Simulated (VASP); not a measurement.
# GaN: excitons from the Bethe-Salpeter equation, part 4 of 4

Aim: the optical spectrum of GaN with the electron-hole interaction. The cell is of the zinc-blende type, one of the forms listed for this formula. The start is a computed cell from the Materials Project.

VASP 6.6.1, plane waves and PAW; the level of theory is named at each step.

So far, lowest excitation (eV): step 5 (BSE, Tamm-Dancoff, BSE on G0W0 on LDA) 2.63; step 6 (independent quasiparticles) 2.88.

## (7) Without the electron-hole attraction

This step: BSE on G0W0 on LDA, without the electron-hole attraction; plane waves and PAW (Ga_d_GW, N_GW) (VASP 6.6.1).

LADDER = .FALSE. removes the attraction and keeps the local fields, which shows what the attraction does.

The input, INCAR:

```
SYSTEM = GaN
PREC = Accurate
ENCUT = 450
ISMEAR = 0
SIGMA = 0.01
LREAL = .FALSE.
GGA = CA
NBANDS = 56
ALGO = BSE
NBANDSO = 5
NBANDSV = 4
OMEGAMAX = 25
NEDOS = 1000
CSHIFT = 0.1
PRECFOCK = Fast
LWAVE = .FALSE.
LCHARG = .FALSE.
ENCUTGW = 100
ANTIRES = 0
LADDER = .FALSE.
```

The input, POSCAR:

```
GaN
1.0
    0.0000000000      2.2535006075      2.2535006075
    2.2535006075      0.0000000000      2.2535006075
    2.2535006075      2.2535006075      0.0000000000
Ga N
1 1
Direct
    0.0000000000      0.0000000000      0.0000000000
    0.2500000000      0.2500000000      0.2500000000
```

The input, KPOINTS:

```
Automatic mesh
0
Gamma
10 10 10
0 0 0
```

Potentials, in the order of the species: Ga_d_GW and N_GW (LDA family, release 64).

On the command line:

```sh
$ mpirun -np 8 vasp_std
```

The program printed:

```text
[banner, memory and clock lines left out]
 LDA part: xc-table for (Slater(with rela. corr.)+CA(PZ))
 , standard interpolation
 found WAVECAR, reading the header
 POSCAR, INCAR and KPOINTS ok, starting setup
 FFT: planning ... GRIDC
 FFT: planning ... GRID_SOFT
 FFT: planning ... GRID
 reading WAVECAR
 the WAVECAR file was read successfully
 initial charge from wavefunction
 available memory per node:     85.17 GB, setting MAXMEM to     87219

 Doing            0  frequencies on each core in blocks of            0
 parallelization over k-points
 Using distributed matrix
 Using distributed eigensolver
 allocating two-electron 4 orbital integral table    5    4    5    4
 BSE setting up matrix
 available memory per node:     84.48 GB, setting MAXMEM to     86503
 Calculate matrix elements of the BSE Hamiltonian:
 Workload is divided into blocks of two-electron 4 orbital integrals computed in
  parallel.
 Each block/integral has dimensions  of (   5,   4,   5,   4) orbitals
 Total number of blocks/integrals:               500500
 Number of spins:                                     1
 Number of kpoints:                                1000
 Spin channel:                                        1
  Number of blocks of unoccupied bands:               1
  Number of blocks of occupied bands:                 1
 Number of rows/columns of blocks:                 1000

                                                        Time (sec)
               Integrals                 Ranks       Real         CPU
  [         1 -       8000/    500500]     8         6.35        0.00
  [      8001 -      16000/    500500]     8        13.22        0.00
  [     16001 -      24000/    500500]     8        19.52        0.00
  [     24001 -      32000/    500500]     8        25.44        0.00
  [     32001 -      40000/    500500]     8        32.17        0.00
  [     40001 -      48000/    500500]     8        38.12        0.00
  [     48001 -      56000/    500500]     8        43.98        0.00
  [     56001 -      64000/    500500]     8        50.17        0.00
  [     64001 -      72000/    500500]     8        55.90        0.00
  [     72001 -      80000/    500500]     8        62.31        0.00
  [     80001 -      88000/    500500]     8        68.07        0.00
  [     88001 -      96000/    500500]     8        73.84        0.00
  [     96001 -     104000/    500500]     8        80.36        0.00
  [    104001 -     112000/    500500]     8        86.04        0.00
  [    112001 -     120000/    500500]     8        91.86        0.00
  [    120001 -     128000/    500500]     8        98.38        0.00
  [    128001 -     136000/    500500]     8       104.31        0.00
  [    136001 -     144000/    500500]     8       110.64        0.00
  [    144001 -     152000/    500500]     8       116.96        0.00
  [    152001 -     160000/    500500]     8       123.08        0.00
  [    160001 -     168000/    500500]     8       128.99        0.00
  [    168001 -     176000/    500500]     8       134.76        0.00
  [    176001 -     184000/    500500]     8       141.05        0.00
  [    184001 -     192000/    500500]     8       146.65        0.00
  [    192001 -     200000/    500500]     8       152.27        0.00
  [    200001 -     208000/    500500]     8       158.04        0.00
  [    208001 -     216000/    500500]     8       163.84        0.00
  [    216001 -     224000/    500500]     8       169.70        0.00
  [    224001 -     232000/    500500]     8       175.39        0.00
  [    232001 -     240000/    500500]     8       181.34        0.00
  [    240001 -     248000/    500500]     8       187.53        0.00
  [    248001 -     256000/    500500]     8       193.50        0.00
  [    256001 -     264000/    500500]     8       200.13        0.00
  [    264001 -     272000/    500500]     8       206.14        0.00
  [    272001 -     280000/    500500]     8       212.75        0.00
  [    280001 -     288000/    500500]     8       218.74        0.00
  [    288001 -     296000/    500500]     8       225.29        0.00
  [    296001 -     304000/    500500]     8       231.85        0.00
  [    304001 -     312000/    500500]     8       237.77        0.00
  [    312001 -     320000/    500500]     8       243.54        0.00
  [    320001 -     328000/    500500]     8       249.27        0.00
  [    328001 -     336000/    500500]     8       255.52        0.00
  [    336001 -     344000/    500500]     8       261.94        0.00
  [    344001 -     352000/    500500]     8       267.96        0.00
  [    352001 -     360000/    500500]     8       273.91        0.00
  [    360001 -     368000/    500500]     8       280.03        0.00
  [    368001 -     376000/    500500]     8       285.80        0.00
  [    376001 -     384000/    500500]     8       291.70        0.00
  [    384001 -     392000/    500500]     8       297.88        0.00
  [    392001 -     400000/    500500]     8       304.44        0.00
  [    400001 -     408000/    500500]     8       310.63        0.00
  [    408001 -     416000/    500500]     8       316.56        0.00
  [    416001 -     424000/    500500]     8       323.02        0.00
  [    424001 -     432000/    500500]     8       329.13        0.00
[...]
[    496001 -     500000/    500500]     8       381.74        0.00
  [    500001 -     500500/    500500]     8       382.50        0.00

[... 7 parts as in an earlier step ...]
```

Run time: 18 min. Hardware: 8 MPI ranks of AMD EPYC 7R43, shared host; peak memory 14 GiB.

OUTCAR, selected parts (step 7):

```text
   NELECT =      18.0000    total number of electrons

 E-fermi :   6.0707

[... 8 parts as in an earlier step ...]

[... 2 further parts left out ...]
```

This step gave:

- lowest excitation: 2.881 eV

The imaginary dielectric function, xx has structure finer than the step of the table below, so its rows give means over 0.5 eV, whole bins alone (the curve runs from 0 to 25 eV). Peaks (eV: height): 7.13: 5.59, 7.76: 9.15, 9.08: 9.66, 9.51: 5.72, 10.84: 5.99, 11.51: 5.88, 12.76: 6.50.

From 5 filled and 4 empty bands alone, without any pair above OMEGAMAX = 25 eV, so strength is missing wherever others contribute; lines are broadened by CSHIFT, which also makes the tail under the first line. The imaginary dielectric function, xx by photon energy; means over each step:

photon energy (eV), imaginary dielectric function, xx and a bar:
```
      0.5       0.01 
      1.0       0.02 
      1.5       0.03 
      2.0       0.06 
      2.5       0.24 #
      3.0       0.93 ###
      3.5       0.45 ##
      4.0       1.80 ######
      4.5       1.15 ####
      5.0       1.15 ####
      5.5       2.11 #######
      6.0       2.19 ########
      6.5       2.12 #######
      7.0       4.66 #################
      7.5       5.56 ####################
      8.0       8.06 #############################
      8.5       6.87 ########################
      9.0       8.47 ##############################
      9.5       4.31 ###############
     10.0       4.20 ###############
     10.5       4.83 #################
     11.0       5.15 ##################
     11.5       5.14 ##################
     12.0       5.09 ##################
     12.5       4.90 #################
     13.0       5.78 ####################
     13.5       5.78 ####################
     14.0       5.07 ##################
     14.5       3.75 #############
     15.0       2.76 ##########
     15.5       2.88 ##########
     16.0       2.18 ########
     16.5       1.15 ####
     17.0       0.79 ###
     17.5       0.63 ##
     18.0       0.46 ##
     18.5       0.29 #
     19.0       0.24 #
     19.5       0.28 #
     20.0       0.20 #
     20.5       0.11 
     21.0       0.08 
     21.5       0.09 
     22.0       0.07 
     22.5       0.06 
     23.0       0.07 
     23.5       0.05 
     24.0       0.04 
     24.5       0.03
```

The lowest excitation lies at 2.881 eV, +256 meV against the Tamm-Dancoff singlet. Peak heights aren't converged with the mesh, least of all at the onset.

## (8) Triplet excitons

This step: BSE on G0W0 on LDA, triplet excitons; plane waves and PAW (Ga_d_GW, N_GW) (VASP 6.6.1).

Without the local-field term (LHARTREE = .FALSE.), which is the exchange between electron and hole, the same equation gives the triplet excitons, which light can't excite.

INCAR, as its differences from that of step 7:

```diff
@@ -19,2 +19,2 @@
 ANTIRES = 0
-LADDER = .FALSE.
+LHARTREE = .FALSE.
```

POSCAR is that of step 7.

KPOINTS is that of step 7.

On the command line:

```sh
$ mpirun -np 8 vasp_std
```

The program printed:

```text
[banner, memory and clock lines left out]
 LDA part: xc-table for (Slater(with rela. corr.)+CA(PZ))
 , standard interpolation
 found WAVECAR, reading the header
 POSCAR, INCAR and KPOINTS ok, starting setup
 FFT: planning ... GRIDC
 FFT: planning ... GRID_SOFT
 FFT: planning ... GRID
 reading WAVECAR
 the WAVECAR file was read successfully
 initial charge from wavefunction
 available memory per node:     77.96 GB, setting MAXMEM to     79826

 Doing            0  frequencies on each core in blocks of            0
 Found all WFULLXXXX.tmp files
 reading now WFULL0001.tmp
 reading now WFULL0002.tmp
 reading now WFULL0003.tmp
 reading now WFULL0004.tmp
 reading now WFULL0005.tmp
 reading now WFULL0006.tmp
 reading now WFULL0007.tmp
 reading now WFULL0008.tmp
 reading now WFULL0009.tmp
 reading now WFULL0010.tmp
 reading now WFULL0011.tmp
 reading now WFULL0012.tmp
 reading now WFULL0013.tmp
 reading now WFULL0014.tmp
[...]
Number of blocks of occupied bands:                 1
 Number of rows/columns of blocks:                 1000

                                                        Time (sec)
               Integrals                 Ranks       Real         CPU
  [         1 -       8000/    500500]     8         4.67        0.00
  [      8001 -      16000/    500500]     8         9.74        0.00
  [     16001 -      24000/    500500]     8        14.80        0.00
  [     24001 -      32000/    500500]     8        20.55        0.00
  [     32001 -      40000/    500500]     8        26.38        0.00
  [     40001 -      48000/    500500]     8        31.03        0.00
  [     48001 -      56000/    500500]     8        35.73        0.00
  [     56001 -      64000/    500500]     8        40.99        0.00
  [     64001 -      72000/    500500]     8        45.65        0.00
  [     72001 -      80000/    500500]     8        50.63        0.00
  [     80001 -      88000/    500500]     8        56.19        0.00
  [     88001 -      96000/    500500]     8        60.99        0.00
  [     96001 -     104000/    500500]     8        67.21        0.00
  [    104001 -     112000/    500500]     8        74.31        0.00
[...]
[    352001 -     360000/    500500]     8       225.14        0.00
  [    360001 -     368000/    500500]     8       229.13        0.00

[... 6 parts as in an earlier step ...]
```

The job ended after 3.9 min (8 MPI ranks).

The run was cut off at its time limit.

More ranks or a longer limit would be the way on.

## (9) Summary

This step: BSE on G0W0 on LDA; plane waves and PAW (VASP 6.6.1).

Derived from the runs above.

Cost is wall time times ranks on a shared host, for this step alone, without the steps before it. Excitations by level:

| level | first excitation (eV) | cost (core minutes) |
| --- | --- | --- |
| BSE, Tamm-Dancoff | 2.625 | 211.4 |
| independent quasiparticles | 2.88 | 119.9 |
| without the electron-hole attraction | 2.881 | 144.8 |

## (10) Outcome

| Quantity | Value |
| --- | --- |
| BSE, Tamm-Dancoff | lowest vertical excitation 2.625 eV; direct gap 2.880 eV |
| independent quasiparticles | lowest vertical excitation 2.880 eV; direct gap 2.880 eV |
| without the electron-hole attraction | lowest vertical excitation 2.881 eV; direct gap 2.880 eV |

**Reading.** The Bethe-Salpeter equation puts the lowest vertical singlet excitation at 2.625 eV, 0.25 eV below the direct gap of 2.880 eV; the states within 10 meV of it carry 46 % of the strength of the strongest such group among the lowest 40 states. The attraction moves the centre of weight of eps2 xx over the computed range by -1.84 eV against the run without the attraction, a shift that holds the same mesh error. The binding energy was not obtained: in a well-screened crystal the exciton spreads over many cells, and on this mesh its distance from the gap is set by the mesh and is far too large. On such a mesh the heights of single peaks aren't converged either. Bands, response cutoff and mesh of the GW step weren't tested in this session. Only the bands set by NBANDSO and NBANDSV form pairs, and any pair above OMEGAMAX = 25 eV is dropped, so the spectrum is that of this window; the window can cut degenerate bands. Spin-orbit coupling is left out; with Ga in the cell it can split or shift band edges, by an amount that depends on which atoms form them and isn't tested here. The given cell is kept, although it stands at -7.1 GPa at LDA and ENCUT = 450 eV, which holds the mismatch of the given cell with this functional and any basis-set error. Not tabulated here, as repeats of values shown or as unfit to read for their mesh, reference level or band range: eps2 curves (empty bands); eps1 curves and static values (BSE, empty bands, independent quasiparticles, without the electron-hole attraction); exciton binding energies (BSE); line lists of runs without attraction (independent quasiparticles, without the electron-hole attraction).

[Lines on the potential files, build, host, timing and source positions are cut from VASP's logs without a mark.]

[Logs are printed without paths, hosts, clocks, repeated set-up lines and the standing remarks that a program may print on its own settings, such as how far it seeks lower states.]

[Hosts, paths, dates, database ids (printed as entryN), source tags and the programs' standing remarks are cut or masked in the printed files.]

[Pressures printed for these runs are not shown converged in the cutoff: they can be off by several GPa and have the wrong sign.]
